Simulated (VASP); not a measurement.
Output of a VASP run:

File OSZICAR:
```
       N       E                     dE             d eps       ncg     rms          rms(c)
DAV:   1     0.463399252381E+03    0.46340E+03   -0.24331E+04  1508   0.170E+03
DAV:   2    -0.554835415701E+02   -0.51888E+03   -0.51264E+03  1770   0.685E+02
DAV:   3    -0.100976690374E+03   -0.45493E+02   -0.44542E+02  3016   0.139E+02
DAV:   4    -0.104234772120E+03   -0.32581E+01   -0.31500E+01  2384   0.312E+01
DAV:   5    -0.104442792324E+03   -0.20802E+00   -0.19183E+00  2680   0.827E+00    0.197E+01
DAV:   6    -0.844286124309E+02    0.20014E+02   -0.12444E+01  2528   0.360E+01    0.433E+00
DAV:   7    -0.829040953479E+02    0.15245E+01   -0.23260E+00  2168   0.133E+01    0.226E+00
DAV:   8    -0.838624595775E+02   -0.95836E+00   -0.11996E+00  1872   0.789E+00    0.140E+00
DAV:   9    -0.839806483030E+02   -0.11819E+00   -0.18203E-01  2184   0.375E+00    0.722E-01
DAV:  10    -0.838800491318E+02    0.10060E+00   -0.10452E-01  1870   0.312E+00    0.431E-01
DAV:  11    -0.839900561325E+02   -0.11001E+00   -0.77231E-02  1636   0.260E+00    0.198E-01
DAV:  12    -0.839846319383E+02    0.54242E-02   -0.11194E-02  2616   0.746E-01    0.185E-01
DAV:  13    -0.839659511104E+02    0.18681E-01   -0.32751E-03  1688   0.490E-01    0.101E-01
DAV:  14    -0.839934522337E+02   -0.27501E-01   -0.11826E-02  1628   0.855E-01    0.459E-02
DAV:  15    -0.839945054799E+02   -0.10532E-02   -0.11068E-03  2440   0.268E-01    0.397E-02
DAV:  16    -0.839945943187E+02   -0.88839E-04   -0.58678E-05  2536   0.623E-02    0.332E-02
DAV:  17    -0.839945968239E+02   -0.25052E-05   -0.10411E-04  2008   0.628E-02    0.152E-02
DAV:  18    -0.839946085669E+02   -0.11743E-04   -0.14915E-05  2296   0.388E-02    0.882E-03
DAV:  19    -0.839946295576E+02   -0.20991E-04   -0.12916E-05  1744   0.306E-02    0.637E-03
DAV:  20    -0.839946302447E+02   -0.68703E-06   -0.19485E-06  2104   0.127E-02    0.340E-03
DAV:  21    -0.839946336831E+02   -0.34384E-05   -0.19680E-06  1712   0.118E-02    0.163E-03
DAV:  22    -0.839946334308E+02    0.25230E-06   -0.83106E-07  1992   0.669E-03    0.152E-03
DAV:  23    -0.839946335102E+02   -0.79405E-07   -0.40573E-08   960   0.197E-03
   1 F= -.83994634E+02 E0= -.83994270E+02  d E =-.108904E-02
```

### OUTCAR
```
------------------------ aborting loop because EDIFF is reached ----------------------------------------
  FORCE on cell =-STRESS in cart. coord.  units (eV):
  Direction    XX          YY          ZZ          XY          YZ          ZX
  --------------------------------------------------------------------------------------
  Total        0.0877880      0.0877880      0.0877880     -0.0000000      0.0000000      0.0000000
  in kB        2.1842655      2.1842655      2.1842655     -0.0000000      0.0000000      0.0000000
  external PRESSURE =       2.1842655 kB  Pullay stress =       0.0000000 kB
  volume of cell :       64.39
      direct lattice vectors                 reciprocal lattice vectors
     0.000000000  3.181291003  3.181291003    -0.157168898  0.157168898  0.157168898
     3.181291003  0.000000000  3.181291003     0.157168898 -0.157168898  0.157168898
     3.181291003  3.181291003  0.000000000     0.157168898  0.157168898 -0.157168898
 POSITION                                       TOTAL-FORCE (eV/Angst)
 -----------------------------------------------------------------------------------
      0.00000      0.00000      0.00000        -0.000000      0.000000      0.000000
      3.18129      3.18129      3.18129        -0.000000      0.000000      0.000000
      1.59065      1.59065      1.59065         0.000000      0.000000     -0.000000
      4.77194      4.77194      4.77194        -0.000000     -0.000000      0.000000
 -----------------------------------------------------------------------------------
    total drift:                               -0.000000     -0.000000      0.000000
  FREE ENERGIE OF THE ION-ELECTRON SYSTEM (eV)
  ---------------------------------------------------
  free  energy   TOTEN  =       -83.9946335102 eV

  energy  without entropy=      -83.9935444654  energy(sigma->0) =      -83.99427050
```
(Selected blocks of OUTCAR.)

POSCAR:
```
Nb3P
1
    0.0000000000     3.1812910029     3.1812910029
    3.1812910029     0.0000000000     3.1812910029
    3.1812910029     3.1812910029     0.0000000000
P Nb
1 3
Direct
  0.0000000000   0.0000000000   0.0000000000
  0.5000000000   0.5000000000   0.5000000000
  0.2500000000   0.2500000000   0.2500000000
  0.7500000000   0.7500000000   0.7500000000
```

Task: Write an INCAR and KPOINTS that could have produced this output.

Result: One answer among several that fit: the input of the run itself, r2SCAN meta-GGA, plane waves, VASP's PBE PAW potentials (set 64).

### INCAR
```
LMAXMIX = 4   ! l cut-off of mixed one-centre charges
METAGGA = R2SCAN
ALGO = Normal
SYSTEM = Nb3P
NELM = 100   ! most electronic steps
LCHARG = .FALSE.
ENCUT = 480   ! plane-wave cut-off (eV)
LREAL = .FALSE.   ! projection in real space or not
SIGMA = 0.1   ! width (eV)
EDIFF = 1E-7   ! SCF stop (eV)
LASPH = .TRUE.
ISMEAR = 1
LMIXTAU = .TRUE.
PREC = Accurate
ISIF = 2   ! forces and stress, cell fixed
LWAVE = .FALSE.
```

File KPOINTS:
```
Automatic mesh
0
Gamma
8 8 8
0 0 0
```

POTCAR, in this order: P Nb_sv (PBE.64 set). Program: vasp_std.

The structure was generated: Nb3P was put into the D03 type (Fm-3m), which need not be its known phase. It was relaxed first, which changed the volume by -22 %.
